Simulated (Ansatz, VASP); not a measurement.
**Cross-check of Al2Pt between VASP and Ansatz**

One calculation is typed for both programs; each brings its own data sets. How far apart do they land? The cell is taken from a series of runs on this material, whose earlier steps may have relaxed, scaled, displaced or heated it; both programs get it as it stands.

Program: Ansatz 0.2.0. Level of theory: plane waves, with VASP 6.6.1 beside it; relaxation of cell and atoms at r2SCAN with rVV10. Results are calculated unless marked as measured.

### 1. The starting structure

The structure is cubic, space group Fm-3m (No. 225). Conventional cell: a = 5.910 Å, b = 5.910 Å, c = 5.910 Å, α = 90.00°, β = 90.00°, γ = 90.00°. Nearest to Al lie 4 Pt at 2.56 Å. Pt has 8 Al at 2.56 Å nearest. Farther neighbours are not listed.

Coordinates:

```xyz
3
Lattice="0.0000 2.9550 2.9550 2.9550 0.0000 2.9550 2.9550 2.9550 0.0000" Properties=species:S:1:pos:R:3 pbc="T T T"
Al    1.4775    1.4775    1.4775
Al    4.4325    4.4325    4.4325
Pt    0.0000    0.0000    0.0000
```

### 2. VASP: relaxation of cell and atoms, r2SCAN with rVV10

The relaxed volume is the usual yardstick between codes: in a stiff, nearly cubic crystal its relative difference is about their pressure difference at one cell divided by the bulk modulus.

Lines of VASP's logs that name or quote its potential files are left out, and so is its time.

Input file INCAR:

```
SYSTEM = Al2Pt
PREC = Accurate
ENCUT = 550
EDIFF = 1E-07
NELM = 120
ISMEAR = 0
SIGMA = 0.1
LREAL = .FALSE.
ALGO = Normal
METAGGA = R2SCAN
LUSE_VDW = .TRUE.
IVDW_NL = 2
BPARAM = 11.95
CPARAM = 0.0093
LASPH = .TRUE.
NBANDS = 14
LORBIT = 11
LWAVE = .FALSE.
LCHARG = .FALSE.
ISIF = 3
IBRION = 2
NSW = 80
EDIFFG = -0.005
GGA_COMPAT = .FALSE.
NELMIN = 4
LMIXTAU = .TRUE.
```

Input file POSCAR:

```
Al2Pt
1.0
    0.0000000000      2.9550000000      2.9550000000
    2.9550000000      0.0000000000      2.9550000000
    2.9550000000      2.9550000000      0.0000000000
Al Pt
2 1
Direct
    0.2500000000      0.2500000000      0.2500000000
    0.7500000000      0.7500000000      0.7500000000
    0.0000000000      0.0000000000      0.0000000000
```

Input file KPOINTS:

```
Automatic mesh
0
Gamma
10 10 10
0 0 0
```

The projector-augmented-wave data sets are Al and Pt (PBE family, release 64).

Command:

```sh
$ mpirun -np 1 vasp_std
```

Numbers of over 12 decimals in the logs are rounded to 6 here.

The program printed:

```text
[banner, memory and clock lines left out]
running    1 mpi-ranks, on    1 nodes
 distrk:  each k-point on    1 cores,    1 groups
 distr:  one band on    1 cores,    1 groups

 POSCAR found type information on POSCAR AlPt
 POSCAR found :  2 types and       3 ions
|                                                                             |
|               ----> ADVICE to this user running VASP <----                  |
|                                                                             |
|     You have switched on vdW-DFT.                                           |
|     This routine was written and supplied by Jiri Klimes. We recommend      |
|     that you carefully read and cite the following publications:            |
|       J. Klimes, D.R. Bowler, A. Michelides                                 |
|          J. Phys.: Cond Matt. 22 022201 (2010)                              |
|       J. Klimes, D.R. Bowler, A. Michelides                                 |
|          Phys. Rev. B. 83, 195131 (2011)                                    |
|     and references therein.                                                 |
|                                                                             |

|                                                                             |
|               ----> ADVICE to this user running VASP <----                  |
|                                                                             |
|     You enforced a specific xc type in the INCAR file but a different       |
|     [... a line on the potential file left out ...]
|     I HOPE YOU KNOW WHAT YOU ARE DOING!                                     |
|                                                                             |

 LDA part: xc-table for (None), standard interpolation
 POSCAR, INCAR and KPOINTS ok, starting setup
 FFT: planning ... GRIDC
 FFT: planning ... GRID_SOFT
 FFT: planning ... GRID
 WAVECAR not read
 entering main loop
       N       E                     dE             d eps       ncg     rms          rms(c)
Total rVV10 correction in eV:      0.3741118    22.6898007
DAV:   1     0.193935081997E+01    0.19394E+01   -0.70969E+03  1316   0.106E+03
DAV:   2    -0.696000424388E+02   -0.71539E+02   -0.62886E+02  1540   0.184E+02
DAV:   3    -0.715219749275E+02   -0.19219E+01   -0.18976E+01  1726   0.290E+01
DAV:   4    -0.715389027787E+02   -0.16928E-01   -0.16924E-01  1532   0.316E+00
DAV:   5    -0.715392017976E+02   -0.29902E-03   -0.29902E-03  1782   0.451E-01    0.962E+00
Total rVV10 correction in eV:      0.3634303    22.6898007
DAV:   6    -0.675635674838E+02    0.39756E+01   -0.30863E+00  1478   0.174E+01    0.362E+00
Total rVV10 correction in eV:      0.3670536    22.6898007
DAV:   7    -0.674788782304E+02    0.84689E-01   -0.35605E-01  1522   0.570E+00    0.212E+00
Total rVV10 correction in eV:      0.3682624    22.6898007
DAV:   8    -0.675399139870E+02   -0.61036E-01   -0.85877E-02  1370   0.209E+00    0.530E-01
Total rVV10 correction in eV:      0.3686428    22.6898007
DAV:   9    -0.675324877331E+02    0.74263E-02   -0.27291E-02  1382   0.132E+00    0.180E-01
Total rVV10 correction in eV:      0.3685556    22.6898007
DAV:  10    -0.675447226538E+02   -0.12235E-01   -0.98557E-03  1358   0.753E-01    0.113E-01
Total rVV10 correction in eV:      0.3688858    22.6898007
DAV:  11    -0.675454586082E+02   -0.73595E-03   -0.97319E-04  1514   0.266E-01    0.319E-02
Total rVV10 correction in eV:      0.3689148    22.6898007
DAV:  12    -0.675456015252E+02   -0.14292E-03   -0.36432E-04  1508   0.196E-01    0.158E-02
Total rVV10 correction in eV:      0.3689213    22.6898007
DAV:  13    -0.675457725787E+02   -0.17105E-03   -0.87627E-05  1460   0.101E-01    0.603E-03
Total rVV10 correction in eV:      0.3689276    22.6898007
DAV:  14    -0.675457734869E+02   -0.90821E-06   -0.23492E-06  1700   0.130E-02    0.296E-03
Total rVV10 correction in eV:      0.3689329    22.6898007
DAV:  15    -0.675457733464E+02    0.14049E-06   -0.42687E-07  1502   0.560E-03    0.471E-04
Total rVV10 correction in eV:      0.3689329    22.6898007
DAV:  16    -0.675457734651E+02   -0.11867E-06   -0.44549E-08   940   0.202E-03    0.444E-04
Total rVV10 correction in eV:      0.3689330    22.6898007
DAV:  17    -0.675457734591E+02    0.59772E-08   -0.80544E-09   790   0.925E-04
Total rVV10 correction in eV:      0.3689326    22.6898007
Total rVV10 correction in eV:      0.3689329    22.6898007
   1 F= -.67545773E+02 E0= -.67543156E+02  d E =-.675458E+02
 curvature:   0.00 expect dE= 0.000E+00 dE for cont linesearch  0.000E+00
 trial: gam= 0.00000 g(F)=  0.928E-49 g(S)=  0.863E-02 ort = 0.000E+00 (trialstep = 0.100E+01)
 search vector abs. value=  0.863E-02
 bond charge predicted
       N       E                     dE             d eps       ncg     rms          rms(c)
Total rVV10 correction in eV:      0.3676212    22.6898007
DAV:   1    -0.676042523614E+02   -0.58479E-01   -0.82698E-01  1490   0.889E+00    0.155E+00
Total rVV10 correction in eV:      0.3642671    22.6898006
DAV:   2    -0.675468501519E+02    0.57402E-01   -0.24139E-01  1514   0.498E+00    0.415E-01
Total rVV10 correction in eV:      0.3647964    22.6898006
DAV:   3    -0.675451820120E+02    0.16681E-02   -0.90516E-03  1430   0.953E-01    0.128E-01
Total rVV10 correction in eV:      0.3648143    22.6898006
DAV:   4    -0.675444754486E+02    0.70656E-03   -0.13331E-03  1430   0.245E-01    0.555E-02
Total rVV10 correction in eV:      0.3646465    22.6898006
DAV:   5    -0.675439824343E+02    0.49301E-03   -0.11159E-03  1390   0.310E-01    0.295E-02
Total rVV10 correction in eV:      0.3646689    22.6898006
DAV:   6    -0.675449900932E+02   -0.10077E-02   -0.42264E-04  1328   0.163E-01    0.215E-02
Total rVV10 correction in eV:      0.3646481    22.6898006
DAV:   7    -0.675449649782E+02    0.25115E-04   -0.31901E-05  1482   0.494E-02    0.364E-03
Total rVV10 correction in eV:      0.3646408    22.6898006
DAV:   8    -0.675449926883E+02   -0.27710E-04   -0.12304E-05  1346   0.303E-02    0.170E-03
Total rVV10 correction in eV:      0.3646381    22.6898006
DAV:   9    -0.675449966298E+02   -0.39415E-05   -0.13007E-06  1548   0.100E-02    0.560E-04
Total rVV10 correction in eV:      0.3646372    22.6898006
DAV:  10    -0.675449953041E+02    0.13257E-05   -0.17270E-07  1326   0.383E-03    0.289E-04
Total rVV10 correction in eV:      0.3646381    22.6898006
DAV:  11    -0.675449961428E+02   -0.83865E-06   -0.67506E-08   838   0.257E-03    0.207E-04
Total rVV10 correction in eV:      0.3646384    22.6898006
DAV:  12    -0.675449958482E+02    0.29461E-06   -0.72001E-09   712   0.864E-04    0.109E-04
Total rVV10 correction in eV:      0.3646384    22.6898006
DAV:  13    -0.675449959048E+02   -0.56659E-07   -0.12074E-09   700   0.307E-04
Total rVV10 correction in eV:      0.3646384    22.6898006
Total rVV10 correction in eV:      0.3646384    22.6898006
   2 F= -.67544996E+02 E0= -.67542289E+02  d E =0.777554E-03
 trial-energy change:    0.000778  1 .order    0.001071   -0.008628    0.010771
 step:   0.4674(harm=  0.4448)  dis= 0.00000  next Energy=   -67.547820 (dE=-0.205E-02)
 bond charge predicted
       N       E                     dE             d eps       ncg     rms          rms(c)
Total rVV10 correction in eV:      0.3653461    22.6898006
DAV:   1    -0.675646239734E+02   -0.19628E-01   -0.23490E-01  1472   0.473E+00    0.797E-01
Total rVV10 correction in eV:      0.3670888    22.6898007
DAV:   2    -0.675483345887E+02    0.16289E-01   -0.66402E-02  1520   0.264E+00    0.221E-01
Total rVV10 correction in eV:      0.3668326    22.6898007
DAV:   3    -0.675479101045E+02    0.42448E-03   -0.22782E-03  1394   0.471E-01    0.826E-02
Total rVV10 correction in eV:      0.3668325    22.6898007
DAV:   4    -0.675476956158E+02    0.21449E-03   -0.37821E-04  1446   0.131E-01    0.351E-02
Total rVV10 correction in eV:      0.3669299    22.6898007
DAV:   5    -0.675474021834E+02    0.29343E-03   -0.38994E-04  1334   0.180E-01    0.152E-02
Total rVV10 correction in eV:      0.3669147    22.6898007
DAV:   6    -0.675478283735E+02   -0.42619E-03   -0.14097E-04  1330   0.932E-02    0.122E-02
Total rVV10 correction in eV:      0.3669248    22.6898007
DAV:   7    -0.675478296958E+02   -0.13222E-05   -0.83377E-06  1490   0.251E-02    0.245E-03
Total rVV10 correction in eV:      0.3669300    22.6898007
DAV:   8    -0.675478327735E+02   -0.30778E-05   -0.15702E-06  1334   0.110E-02    0.100E-03
Total rVV10 correction in eV:      0.3669307    22.6898007
DAV:   9    -0.675478323607E+02    0.41281E-06   -0.85195E-08  1054   0.291E-03    0.517E-04
Total rVV10 correction in eV:      0.3669315    22.6898007
DAV:  10    -0.675478331328E+02   -0.77212E-06   -0.36030E-08   712   0.179E-03    0.751E-05
Total rVV10 correction in eV:      0.3669314    22.6898007
DAV:  11    -0.675478327404E+02    0.39241E-06   -0.10448E-08   694   0.991E-04    0.569E-05
Total rVV10 correction in eV:      0.3669314    22.6898007
DAV:  12    -0.675478327836E+02   -0.43198E-07   -0.67623E-10   694   0.214E-04
Total rVV10 correction in eV:      0.3669312    22.6898007
Total rVV10 correction in eV:      0.3669314    22.6898007
   3 F= -.67547833E+02 E0= -.67545175E+02  d E =-.205932E-02
 curvature:  -0.22 expect dE=-0.231E-05 dE for cont linesearch -0.231E-05
 trial: gam= 0.00000 g(F)=  0.241E-47 g(S)=  0.104E-04 ort =-0.300E-03 (trialstep = 0.893E+00)
 search vector abs. value=  0.104E-04
 reached required accuracy - stopping structural energy minimisation
```

Parts of OUTCAR (step 2):

```text
ion  position               nearest neighbor table
   1  0.250  0.250  0.250-   3 2.56   3 2.56   3 2.56   3 2.56   2 2.96   2 2.96   2 2.96   2 2.96
                             2 2.96   2 2.96
   2  0.750  0.750  0.750-   3 2.56   3 2.56   3 2.56   3 2.56   1 2.96   1 2.96   1 2.96   1 2.96
                             1 2.96   1 2.96
   3  0.000  0.000  0.000-   2 2.56   2 2.56   2 2.56   1 2.56   2 2.56   1 2.56   1 2.56   1 2.56

  LATTYP: Found a face centered cubic cell.
 ALAT       =     5.9100000000

 Subroutine GETGRP returns: Found 48 space group operations
 (whereof 48 operations were pure point group operations)

The static configuration has the point symmetry O_h .

 Found     47 irreducible k-points:

   k-points           NKPTS =     47   k-points in BZ     NKDIM =     47   number of bands    NBANDS=     14

   dimension x,y,z NGX =    32 NGY =   32 NGZ =   32
   dimension x,y,z NGXF=    64 NGYF=   64 NGZF=   64

   ENCUT  =  550.0 eV  40.42 Ry    6.36 a.u.   7.99  7.99  7.99*2*pi/ulx,y,z

   NELECT =      16.0000    total number of electrons

 k-points in reciprocal lattice and weights: Automatic mesh
   0.00000000  0.00000000  0.00000000       0.001
   0.10000000  0.00000000  0.00000000       0.008
   0.20000000  0.00000000  0.00000000       0.008
   0.30000000  0.00000000  0.00000000       0.008
   0.40000000  0.00000000  0.00000000       0.008
   0.50000000  0.00000000  0.00000000       0.004
   0.10000000  0.10000000  0.00000000       0.006
   0.20000000  0.10000000  0.00000000       0.024
   0.30000000  0.10000000  0.00000000       0.024
[...]
-0.30000000  0.40000000  0.20000000       0.024
  -0.30000000  0.50000000  0.20000000       0.012

 average (electrostatic) potential at core
       1 -75.2206       2 -75.2206       3 -71.9736

 E-fermi :   7.8839

 k-point     1 :       0.0000    0.0000    0.0000
  band No.  band energies     occupation
    ...
      2       2.5242      2.00000
      3       2.5242      2.00000
      4       2.5242      2.00000
      5       3.9532      2.00000
      6       3.9532      2.00000
      7      11.6414      0.00000
      8      11.8675      0.00000
      9      11.8675      0.00000
     10      11.8675      0.00000
     11      13.7320      0.00000
    ...

 k-point     2 :       0.1000    0.0000    0.0000
  band No.  band energies     occupation
    ...
      2       2.4455      2.00000
      3       2.5738      2.00000
      4       2.5738      2.00000
      5       3.9370      2.00000
      6       3.9370      2.00000
      7      10.2294      0.00000
      8      11.4852      0.00000
      9      11.4852      0.00000
     10      11.8237      0.00000
     11      14.1623      0.00000
    ...

 k-point     3 :       0.2000    0.0000    0.0000
  band No.  band energies     occupation
    ...
      2       2.2434      2.00000
      3       2.6942      2.00000
      4       2.6942      2.00000
      5       3.9226      2.00000
      6       3.9226      2.00000
      7       8.0171      0.05963
      8      10.7027      0.00000
      9      10.7027      0.00000
     10      12.1716      0.00000
     11      14.0147      0.00000
    ...

  Total        0.0146806      0.0146806      0.0146806      0.0000000     -0.0000000      0.0000000
  in kB        0.4601491      0.4601491      0.4601491      0.0000000     -0.0000000      0.0000000
  external PRESSURE =       0.4601491 kB  Pullay stress =       0.0000000 kB

  energy-cutoff  :      550.00
  volume of cell :       51.12
      direct lattice vectors                 reciprocal lattice vectors
     0.000000000  2.945607209  2.945607209    -0.169744289  0.169744289  0.169744289
     2.945607209 -0.000000000  2.945607209     0.169744289 -0.169744289  0.169744289
     2.945607209  2.945607209  0.000000000     0.169744289  0.169744289 -0.169744289

 POSITION                                       TOTAL-FORCE (eV/Angst)
 -----------------------------------------------------------------------------------
      1.47280      1.47280      1.47280        -0.000000     -0.000000     -0.000000
      4.41841      4.41841      4.41841        -0.000000      0.000000      0.000000
      0.00000      0.00000      0.00000         0.000000      0.000000      0.000000
 -----------------------------------------------------------------------------------
    total drift:                                0.000000     -0.000000      0.000000

  FREE ENERGIE OF THE ION-ELECTRON SYSTEM (eV)
  ---------------------------------------------------
  free  energy   TOTEN  =       -67.5478327836 eV

  energy  without entropy=      -67.5425178095  energy(sigma->0) =      -67.54517530

 reached required accuracy - stopping structural energy minimisation

 total charge
# of ion       s       p       d       tot
------------------------------------------
    1        0.399   0.379   0.000   0.778
    2        0.399   0.379   0.000   0.778
    3        0.841   0.746   8.160   9.747
--------------------------------------------------
tot          1.640   1.504   8.160  11.303

[... 3 further parts left out ...]
```

CONTCAR:

```
Al2Pt
   1.00000000000000
     0.0000000000000000    2.9456072089189167    2.9456072089189167
     2.9456072089189167   -0.0000000000000000    2.9456072089189167
     2.9456072089189167    2.9456072089189167    0.0000000000000000
  Al              Pt
     2     1
Direct
     0.2500000000000000    0.2500000000000000    0.2500000000000000
     0.7500000000000000    0.7500000000000000    0.7500000000000000
     0.0000000000000000    0.0000000000000000    0.0000000000000000
```

[end of part 1 of 2]

[Lines on the potential files, build, host, timing and source positions are cut from VASP's logs without a mark.]

[Logs are printed without paths, hosts, clocks, repeated set-up lines and the standing remarks that a program may print on its own settings, such as how far it seeks lower states.]

[Hosts, paths, dates, database ids (printed as entryN), source tags and the programs' standing remarks are cut or masked in the printed files.]
